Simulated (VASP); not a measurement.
Output of a VASP run:

File OSZICAR:
```
       N       E                     dE             d eps       ncg     rms          rms(c)
DAV:   1     0.509361006204E+03    0.50936E+03   -0.27820E+04  1112   0.159E+03
DAV:   2    -0.170230155064E+02   -0.52638E+03   -0.51495E+03  1177   0.439E+02
DAV:   3    -0.491573935839E+02   -0.32134E+02   -0.31889E+02  1268   0.999E+01
DAV:   4    -0.498529867309E+02   -0.69559E+00   -0.69324E+00  1219   0.155E+01
DAV:   5    -0.498716189906E+02   -0.18632E-01   -0.18625E-01  1263   0.256E+00    0.384E+01
DAV:   6    -0.475383982328E+02    0.23332E+01   -0.14062E+01  1153   0.217E+01    0.172E+01
DAV:   7    -0.473067401260E+02    0.23166E+00   -0.38433E+00  1140   0.911E+00    0.647E+00
DAV:   8    -0.471888960365E+02    0.11784E+00   -0.60031E-01  1315   0.462E+00    0.208E+00
DAV:   9    -0.471908862229E+02   -0.19902E-02   -0.61379E-02  1378   0.127E+00    0.105E+00
DAV:  10    -0.471887590437E+02    0.21272E-02   -0.31767E-02  1215   0.110E+00    0.317E-01
DAV:  11    -0.471884757862E+02    0.28326E-03   -0.51326E-03  1208   0.435E-01    0.162E-01
DAV:  12    -0.471884258024E+02    0.49984E-04   -0.21534E-04  1234   0.979E-02    0.754E-02
DAV:  13    -0.471884320841E+02   -0.62817E-05   -0.15005E-04  1264   0.663E-02    0.254E-02
DAV:  14    -0.471884326011E+02   -0.51701E-06   -0.75069E-06  1140   0.173E-02
   1 F= -.49800947E+02 E0= -.49800947E+02  d E =-.498009E+02
       N       E                     dE             d eps       ncg     rms          rms(c)
DAV:   1    -0.471831721179E+02    0.52600E-02   -0.79151E-02  1069   0.245E+00    0.710E-01
DAV:   2    -0.471810068792E+02    0.21652E-02   -0.88731E-03  1191   0.691E-01    0.198E-01
DAV:   3    -0.471804943274E+02    0.51255E-03   -0.18041E-03  1249   0.212E-01    0.815E-02
DAV:   4    -0.471804363042E+02    0.58023E-04   -0.26400E-04  1210   0.102E-01    0.480E-02
DAV:   5    -0.471804341361E+02    0.21681E-05   -0.51686E-05  1337   0.452E-02    0.442E-02
DAV:   6    -0.471804373774E+02   -0.32413E-05   -0.18074E-05  1112   0.235E-02    0.902E-03
DAV:   7    -0.471804376895E+02   -0.31219E-06   -0.53601E-06  1149   0.169E-02
   2 F= -.49800789E+02 E0= -.49800789E+02  d E =0.158806E-03
       N       E                     dE             d eps       ncg     rms          rms(c)
DAV:   1    -0.471867601207E+02   -0.63227E-02   -0.31987E-02  1076   0.156E+00    0.449E-01
DAV:   2    -0.471858964666E+02    0.86365E-03   -0.35724E-03  1177   0.438E-01    0.126E-01
DAV:   3    -0.471856866449E+02    0.20982E-03   -0.73203E-04  1249   0.135E-01    0.516E-02
DAV:   4    -0.471856590486E+02    0.27596E-04   -0.10824E-04  1212   0.655E-02    0.301E-02
DAV:   5    -0.471856522005E+02    0.68481E-05   -0.20788E-05  1310   0.286E-02    0.280E-02
DAV:   6    -0.471856473740E+02    0.48266E-05   -0.71261E-06  1075   0.148E-02    0.561E-03
DAV:   7    -0.471856464254E+02    0.94860E-06   -0.19828E-06   685   0.108E-02
   3 F= -.49801019E+02 E0= -.49801019E+02  d E =-.719728E-04
```

File OUTCAR:
```
------------------------ aborting loop because EDIFF is reached ----------------------------------------
 Edisp (eV)   -2.61537
  FORCE on cell =-STRESS in cart. coord.  units (eV):
  Direction    XX          YY          ZZ          XY          YZ          ZX
  --------------------------------------------------------------------------------------
  Total      -0.01587    -0.01587     0.06728     0.00000     0.00000    -0.00000
  in kB      -0.24355    -0.24355     1.03222     0.00000     0.00000    -0.00000
  external pressure =        0.18 kB  Pullay stress =        0.00 kB
  volume of cell :      104.43
      direct lattice vectors                 reciprocal lattice vectors
     3.154273173  0.000000000  0.000000000     0.317030246  0.183037499  0.000000000
    -1.577136586  2.731680676  0.000000000    -0.000000000  0.366074999  0.000000000
    -0.000000000 -0.000000000 12.119855065     0.000000000 -0.000000000  0.082509237
 POSITION                                       TOTAL-FORCE (eV/Angst)
 -----------------------------------------------------------------------------------
      1.57714      0.91056      9.08989        -0.000000      0.000000      0.000000
     -0.00000      1.82112      3.02996         0.000000     -0.000000      0.000000
      1.57714      0.91056      4.60398         0.000000     -0.000000      0.008757
     -0.00000      1.82112     10.66391        -0.000000     -0.000000      0.008757
     -0.00000      1.82112      7.51587        -0.000000      0.000000     -0.008757
      1.57714      0.91056      1.45595         0.000000      0.000000     -0.008757
 -----------------------------------------------------------------------------------
    total drift:                                0.000628     -0.000362      0.000791
  FREE ENERGIE OF THE ION-ELECTRON SYSTEM (eV)
  ---------------------------------------------------
  free  energy   TOTEN  =       -49.8010193986 eV

  energy  without entropy=      -49.8010193986  energy(sigma->0) =      -49.80101940

 reached required accuracy - stopping structural energy minimisation
```
(Selected blocks of OUTCAR.)

**POSCAR**
```
WS2
1
    3.1556360579    -0.0000000000    -0.0000000000
   -1.5778180290     2.7328609692     0.0000000000
    0.0000000000     0.0000000000    12.1221292310
W S
2 4
Direct
  0.6666670000   0.3333330000   0.7500000000
  0.3333330000   0.6666670000   0.2500000000
  0.6666670000   0.3333330000   0.3798861406
  0.3333330000   0.6666670000   0.8798861406
  0.3333330000   0.6666670000   0.6201138594
  0.6666670000   0.3333330000   0.1201138594
```

### Question
Write an INCAR and KPOINTS that could have produced this output.

### Answer
This is not unique; one that fits is the input of the run itself, PBE GGA with D3 dispersion (Becke-Johnson damping), plane waves, VASP's PBE PAW potentials (set 64).

**INCAR**
```
SYSTEM  =  WS2
PREC  =  Accurate; ENCUT  =  480; LREAL  =  .False.
LASPH  =  .True.
EDIFF  =  1E-6; NELM  =  100; ALGO  =  Normal
LMAXMIX  =  6
ISMEAR  =  0; SIGMA  =  0.05
GGA  =  PE; IVDW  =  12
IBRION  =  2; NSW  =  60; ISIF  =  3
EDIFFG  =  -0.02
LWAVE  =  .False.; LCHARG  =  .False.
```

KPOINTS:
```
Automatic
0
G
  7 7 2
```

POTCAR, in this order: W_sv S (PBE.64 set). Program: vasp_std.

The compound is WS2 in the 2H layered structure. This run relaxes it. Symmetry was kept, so distortions that lower it aren't found. The start is the result of an earlier pass.
